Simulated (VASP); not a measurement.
Input:

```yaml
crystal:
  lattice:
    - [0.00000, 2.69355, 2.69355]
    - [2.69355, 0.00000, 2.69355]
    - [2.69355, 2.69355, 0.00000]
  atoms:
    - { symbol: Si, position: [0.25000, 0.25000, 0.25000] }
    - { symbol: Si, position: [0.75000, 0.75000, 0.75000] }
    - { symbol: Ni, position: [0.00000, 0.00000, 0.00000] }
```

Computed with PBE GGA with D3 dispersion (Becke-Johnson damping), VASP's PBE PAW potentials (set 64) (plane waves; VASP 6.6.1). Settings: 520 eV cut-off, 11×11×11 Γ-centred mesh, tetrahedra with Blöchl corrections, potentials Si Ni.

Question: Predict the energy per atom (σ→0), band gap (on the k-mesh) with the smallest direct gap where there is one.

Answer: 
- band gap (on the k-mesh) = none (metal, semimetal or under 0.01 eV)
- energy per atom (σ→0) = -6.233 eV/atom

Only differences to runs with the same potentials and settings are physical.

The compound is NiSi2 in the fluorite structure. It was relaxed first. The run is not spin-polarised, so no magnetic state was tried.
